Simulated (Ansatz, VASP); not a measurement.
# InH in two plane-wave programs, part 2 of 2

Wanted: the spread between two codes on one cell, functional and k mesh. The cell is generated by rule, not measured, and may not be a known phase. Of the first pair: The cell is taken from a series of runs on this material, whose earlier steps may have relaxed, scaled, displaced or heated it; both programs get it as it stands.

VASP 6.6.1 and Ansatz 0.2.0.

So far: The starting structure; VASP: relaxation of cell and atoms, PBEsol, pair 1; Ansatz: relaxation of cell and atoms, PBEsol, pair 1; Side by side.

## Step 5: VASP: relaxation of cell and atoms, PBEsol, pair 2

Level of this step: PBEsol; plane waves and PAW (In_d, H); invented cell (VASP).

The relaxed volume is the usual yardstick between codes: in a stiff, nearly cubic crystal its relative difference is about their pressure difference at one cell divided by the bulk modulus. Its start cell is another than that of the pair before, and may be another structure of the material.

INCAR reads:

```
SYSTEM = InH
PREC = Accurate
ENCUT = 500
EDIFF = 1E-07
NELM = 120
ISMEAR = 0
SIGMA = 0.1
LREAL = .FALSE.
ALGO = Normal
GGA = PS
NBANDS = 20
LORBIT = 11
LWAVE = .FALSE.
LCHARG = .FALSE.
ISIF = 3
IBRION = 2
NSW = 80
EDIFFG = -0.005
LASPH = .TRUE.
GGA_COMPAT = .FALSE.
NELMIN = 4
KPAR = 2
```

POSCAR reads:

```
InH
1.0
    3.3265890394     -0.0000026832      0.0000000000
   -1.6632922646      2.8809123035      0.0000000000
    0.0000000000      0.0000000000      6.2381992440
In H
2 2
Direct
    0.0000000000      0.0000000000      0.0000000000
    0.0000000000      0.0000000000      0.5000000000
    0.3333334233      0.6666666667      0.2500000000
    0.6666668467      0.3333333333      0.7500000000
```

KPOINTS reads:

```
Automatic mesh
0
Gamma
12 12 6
0 0 0
```

PAW data sets: In_d and H (PBE family, release 64).

Command:

```
$ mpirun -np 2 vasp_std
```

Numbers of over 12 decimals in the logs are rounded to 6 here.

Output:

```text
[banner, memory and clock lines left out]
running    2 mpi-ranks, on    1 nodes
[...]
[... a notice as in an earlier step ...]

 LDA part: xc-table for (Slater+PW92), standard interpolation
 POSCAR, INCAR and KPOINTS ok, starting setup
[...]
entering main loop
       N       E                     dE             d eps       ncg     rms          rms(c)
DAV:   1     0.214504178296E+03    0.21450E+03   -0.13362E+04  3048   0.181E+03
DAV:   2     0.485465010247E+01   -0.20965E+03   -0.20579E+03  3072   0.383E+02
DAV:   3    -0.105479843339E+02   -0.15403E+02   -0.15195E+02  3680   0.122E+02
DAV:   4    -0.110317030873E+02   -0.48372E+00   -0.48301E+00  3632   0.226E+01
[...]
DAV:  12    -0.106720284260E+02    0.96143E-06   -0.17371E-06  3448   0.802E-03    0.282E-03
DAV:  13    -0.106720283197E+02    0.10635E-06   -0.31068E-07  2548   0.375E-03    0.508E-04
DAV:  14    -0.106720282489E+02    0.70785E-07   -0.29045E-08  1772   0.164E-03
   1 F= -.10672028E+02 E0= -.10669207E+02  d E =-.106720E+02
[...]
N       E                     dE             d eps       ncg     rms          rms(c)
DAV:   1    -0.106722374980E+02   -0.20918E-03   -0.50497E-03  3556   0.104E+00    0.742E-02
DAV:   2    -0.106720885582E+02    0.14894E-03   -0.33420E-04  3736   0.310E-01    0.330E-02
DAV:   3    -0.106720546138E+02    0.33944E-04   -0.83617E-05  4040   0.155E-01    0.939E-03
DAV:   4    -0.106720542294E+02    0.38446E-06   -0.70874E-06  3880   0.299E-02    0.447E-03
DAV:   5    -0.106720545565E+02   -0.32714E-06   -0.62975E-07  3820   0.766E-03    0.198E-03
DAV:   6    -0.106720546271E+02   -0.70551E-07   -0.75787E-08  1744   0.271E-03
   2 F= -.10672055E+02 E0= -.10669223E+02  d E =-.263782E-04
 trial-energy change:   -0.000026  1 .order   -0.000026   -0.000032   -0.000019
 step:   1.8349(harm=  2.4181)  dis= 0.00000  next Energy=   -10.672063 (dE=-0.348E-04)
 reached required accuracy - stopping structural energy minimisation
```

OUTCAR, selected parts (step 5):

```text
  Total       -0.0192838     -0.0192838      0.0140064      0.0000000      0.0000000      0.0000000
  in kB       -0.5171227     -0.5171228      0.3756016      0.0000000      0.0000000      0.0000000
  external PRESSURE =      -0.2195479 kB  Pullay stress =       0.0000000 kB

 POSITION                                       TOTAL-FORCE (eV/Angst)
 -----------------------------------------------------------------------------------
      0.00000      0.00000      0.00000        -0.000000      0.000000     -0.000000
      3.32520     -0.00000      3.11971         0.000000     -0.000000      0.000000
      0.00000      1.91980      1.55986         0.000000      0.000000      0.000000
      1.66260      0.95990      4.67957        -0.000000     -0.000000      0.000000
 -----------------------------------------------------------------------------------
    total drift:                               -0.000021      0.000000     -0.000000

  FREE ENERGIE OF THE ION-ELECTRON SYSTEM (eV)
  ---------------------------------------------------
  free  energy   TOTEN  =       -10.6720546271 eV

  energy  without entropy=      -10.6663915657  energy(sigma->0) =      -10.66922310

[... 2 parts as in an earlier step ...]

[... 2 further parts left out ...]
[key lines of the parts left out:]
E-fermi :   6.5594
```

## Step 6: Ansatz: relaxation of cell and atoms, PBEsol, pair 2

Its own start cell and the same functional, mesh and smearing now go to Ansatz, which takes its cutoff from its data sets.

The two relaxations start from unlike cells of this crystal (the structure described is Ansatz's start), so only their ends are compared.

input.yaml reads:

```yaml
crystal:
  lattice:
    - [3.70383, 0.0, 0.0]
    - [-1.85191, 3.20761, 0.0]
    - [0.0, 0.0, 5.92612]
  atoms:
    - { symbol: In, position: [0.0, 0.0, 0.0] }
    - { symbol: In, position: [0.0, 0.0, 0.5] }
    - { symbol: H, position: [0.333333, 0.666667, 0.25] }
    - { symbol: H, position: [0.666667, 0.333333, 0.75] }
kpoints:
  mp_grid: { grid: [12, 12, 6] }
hamiltonian:
  xc: pbesol
scf:
  occupations: { method: gaussian, width: 0.1 }
output:
  forces: true
  stress: true
  eigenvalues: true
relax:
  adjacent_minimum: "off"
  f_tol: 0.005
  max_steps: 80
  cell: { stress_tol: 0.05 }
```

Command:

```
$ ansatz run input.yaml --threads 4 --pin off --max-ram 7168MiB --backend cpu --events-out ev --progress --plain --runs-dir out
```

Output:

```text
[...]
--- Relaxed structure (8 steps of the walk, 8 accepted, 2 SCFs on fresh bases) ---
[...]
cell:  # Å, volume = 59.7976 Å³
    - [3.325477, -2.591864960212748e-6, 0.0]
    - [-1.662736, 2.879949, 0.0]
    - [0.0, 0.0, 6.243741]
  atoms:
    - { symbol: In, position: [0, 0, 0] }
    - { symbol: In, position: [0, 0, 0.500000] }
    - { symbol: H, position: [0.333333, 0.666667, 0.250000] }
    - { symbol: H, position: [0.666667, 0.333333, 0.75] }
[key lines of the parts left out:]
SCF converged after 5 iterations
Free energy (F): -11080.223058 eV
Fermi energy:    9.026109 eV
P = ⅓ Tr σ = -0.0010 GPa (-0.010 kbar)
```

## Step 7: Side by side

The two programs side by side:

```tsv
quantity	Ansatz	VASP	difference
volume (Å³)	59.80	59.75	+0.09 %
edge a after relaxation, in the typed setting (Å)	3.325	3.325	+0.01 %
edge c after relaxation, in the typed setting (Å)	6.244	6.239	+0.07 %
```

## Step 8: VASP: zone-centre phonons, PBEsol

Second derivatives magnify differences that forces hide, and they need a tight electronic threshold.

INCAR reads:

```
SYSTEM = InH
PREC = Accurate
ENCUT = 500
EDIFF = 1E-08
NELM = 120
ISMEAR = 1
SIGMA = 0.15
LREAL = .FALSE.
ALGO = Normal
GGA = PS
NBANDS = 20
LORBIT = 11
LWAVE = .FALSE.
LCHARG = .FALSE.
ISIF = 2
IBRION = 8
LASPH = .TRUE.
GGA_COMPAT = .FALSE.
KPAR = 2
```

POSCAR reads:

```
InH
1.0
    3.3258883860     -0.0000025922      0.0000000000
   -1.6629419481      2.8803051285      0.0000000000
    0.0000000000      0.0000000000      6.2413504719
In H
2 2
Direct
    0.0000000000      0.0000000000      0.0000000000
    0.0000000000      0.0000000000      0.5000000000
    0.3333333333      0.6666666667      0.2500000000
    0.6666666667      0.3333333333      0.7500000000
```

KPOINTS is that of step 5.

Command:

```
$ mpirun -np 2 vasp_std
```

Output:

```text
[... set-up lines as in an earlier step ...]
 entering main loop
       N       E                     dE             d eps       ncg     rms          rms(c)
DAV:   1     0.215287775058E+03    0.21529E+03   -0.13332E+04  3048   0.179E+03
DAV:   2     0.539929583954E+01   -0.20989E+03   -0.20565E+03  3072   0.382E+02
DAV:   3    -0.105165345465E+02   -0.15916E+02   -0.15663E+02  3656   0.124E+02
DAV:   4    -0.110275641006E+02   -0.51103E+00   -0.51045E+00  3616   0.230E+01
[...]
DAV:  14    -0.106694366350E+02    0.76196E-07   -0.20256E-08  2388   0.887E-04    0.203E-04
DAV:  15    -0.106694366230E+02    0.11973E-07   -0.30603E-09  1780   0.463E-04    0.474E-05
DAV:  16    -0.106694366243E+02   -0.12615E-08   -0.50232E-10  1748   0.243E-04
   1 F= -.10669437E+02 E0= -.10669387E+02  d E =-.147574E-03
 Linear response reoptimize wavefunctions to high precision
DAV:   1    -0.106694366235E+02    0.71122E-09   -0.22533E-10  1764   0.175E-04
DAV:   2    -0.106694366235E+02    0.50477E-10   -0.11735E-10  1728   0.103E-04
 Linear response DOF=           4
 Linear response progress:
[...]
RMM:  11    -0.142384497814E-01   -0.24473E-07   -0.29534E-08 22666   0.393E-05    0.140E-04
RMM:  12    -0.142383733434E-01    0.76438E-07   -0.39502E-08 21205   0.363E-05    0.677E-05
RMM:  13    -0.142383762178E-01   -0.28744E-08   -0.31338E-08 22760   0.163E-05    0.377E-05
 first order change of Fermi-energy   0.86004E-05
 force on displaced ion       3 direction 1 :   0.287   0.000   0.000
 Linear response progress:
  Degree of freedom:   4/  4
       N       E                     dE             d eps       ncg     rms          rms(c)
RMM:   1    -0.150853461226E-01   -0.15085E-01    0.39535E-03  8649   0.580E-01
RMM:   2    -0.144859025361E-01    0.59944E-03   -0.92541E-04  5779   0.229E-01    0.690E-02
RMM:   3    -0.146837441198E-01   -0.19784E-03   -0.92160E-05  6670   0.772E-02    0.346E-02
RMM:   4    -0.149767591835E-01   -0.29302E-03   -0.22498E-05  6136   0.331E-02    0.623E-03
[...]
RMM:   9    -0.150556540110E-01    0.27082E-06   -0.66664E-07  7433   0.464E-04    0.149E-02
RMM:  10    -0.150555172583E-01    0.13675E-06   -0.35596E-08  7443   0.152E-04    0.155E-02
RMM:  11    -0.150555141696E-01    0.30887E-08   -0.81466E-08  7939   0.628E-05    0.158E-02
 first order change of Fermi-energy  -0.15125E-03
 force on displaced ion       3 direction 3 :  -0.000   0.000   0.720
 Linear response finished
```

From OUTCAR (step 8):

```text
  Total       -0.0274627     -0.0274627     -0.0211391      0.0000000     -0.0000000     -0.0000000
  in kB       -0.7359189     -0.7359189     -0.5664630      0.0000000     -0.0000000     -0.0000000
  external PRESSURE =      -0.6794336 kB  Pullay stress =       0.0000000 kB

 POSITION                                       TOTAL-FORCE (eV/Angst)
 -----------------------------------------------------------------------------------
      0.00000      0.00000      0.00000         0.000000     -0.000000     -0.000000
      0.00000      0.00000      3.12068         0.000000     -0.000000     -0.000000
      0.00000      1.92020      1.56034        -0.000000      0.000000      0.000000
      1.66294      0.96010      4.68101        -0.000000      0.000000     -0.000000
 -----------------------------------------------------------------------------------
    total drift:                               -0.000000      0.000000      0.000000

[... 1 part as in an earlier step ...]

[... 1 further part left out ...]
```

## Step 9: Ansatz: zone-centre phonons, PBEsol

The same cell, functional, mesh and smearing now go to Ansatz, which takes its cutoff from its data sets.

The cell is taken from a series of runs on this material, whose earlier steps may have relaxed, scaled, displaced or heated it; both programs get it as it stands.

input.yaml reads:

```yaml
crystal:
  lattice:
    - [3.325888386, -2.5922e-06, 0.0]
    - [-1.6629419481, 2.8803051285, 0.0]
    - [0.0, 0.0, 6.2413504719]
  atoms:
    - { symbol: In, position: [0.0, 0.0, 0.0] }
    - { symbol: In, position: [0.0, 0.0, 0.5] }
    - { symbol: H, position: [0.3333333333, 0.6666666667, 0.25] }
    - { symbol: H, position: [0.6666666667, 0.3333333333, 0.75] }
kpoints:
  mp_grid: { grid: [12, 12, 6] }
hamiltonian:
  xc: pbesol
scf:
  occupations: { method: methfessel_paxton, width: 0.15 }
output:
  eigenvalues: true
phonons:
  method: dfpt
```

Command:

```
$ ansatz run input.yaml --threads 4 --pin off --max-ram 7168MiB --backend cpu --events-out ev --progress --plain --runs-dir out
```

Output:

```text
[...]
Crystal: 4 atoms, lattice volume = 59.789 Å³
Basis set: ecut = 420 eV, 1185 PW (Γ), exchange–correlation on 48×48×96 points (8 copies of the dense FFT grid, shifted against one another)
Bands: 18, of which v1, the nominal top of the filled ones, is band 14 counted from 1 (13 counted from 0)
Symmetry: 24 space group operations
k-points: 242 of 864 (irreducible under 2 space group operations, time reversal used)
[...]
ASR residual: 3.087e-5 → 0.000e0 eV/Å²; symmetrization residual: 1.811e-5 eV/Å²
  ASR residual per site (eV/Å²): 3.09e-5 3.09e-5 4.60e-6 4.60e-6
  Γ frequencies (cm⁻¹): -556.82 -336.92 -327.93 -327.93 -228.26 -228.26 -42.26 -42.26 0.00 0.00 0.00 131.93
  non-analytic LO–TO correction: not included (Born effective charges unavailable; polar crystals: no LO–TO splitting at Γ)
[key lines of the parts left out:]
SCF converged after 9 iterations
Free energy (F): -11080.220438 eV
Fermi energy:    9.023594 eV
```

## Step 10: Comparison

Zone-centre modes by rising frequency (cm⁻¹; imaginary ones negative):

```tsv
program	modes
Ansatz	-556.8, -336.9, -327.9, -327.9, -228.3, -228.3, -42.3, -42.3, 0.0, 0.0, 0.0, 131.9
VASP	-561.2, -323.2, -323.2, -279.1, -228.8, -228.8, -42.4, -42.4, 0.1, 0.1, 5.9, 133.1
```

The two lists differ in the order or number of single and degenerate modes, so they aren't paired one by one; the r.m.s. figure in the results sets the two lists side by side in order.

## Step 11: Summary of results

| Item | Value |
| --- | --- |
| difference in volume (relaxation of cell and atoms, PBEsol, pair 1) | 0.090 % |
| difference in volume (relaxation of cell and atoms, PBEsol, pair 2) | 0.086 % |
| r.m.s. difference of the optical zone-centre modes, each program's sorted by frequency (zone-centre phonons, PBEsol) | 17 cm⁻¹ |

The difference in volume is 0.090 % (relaxation of cell and atoms, PBEsol, pair 1), within the 1.2 % picked in this series as the mark of a large difference, as far as the stopping tolerances let one tell. What causes the difference of the zone-centre phonons, PBEsol pair stays open here. 1 further run of this series is not shown here. How closely two codes agree says nothing of how well the functional describes the real material.

[Lines on the potential files, build, host, timing and source positions are cut from VASP's logs without a mark.]

[Logs are printed without paths, hosts, clocks, repeated set-up lines and the standing remarks that a program may print on its own settings, such as how far it seeks lower states.]

[Hosts, paths, dates, database ids (printed as entryN), source tags and the programs' standing remarks are cut or masked in the printed files.]
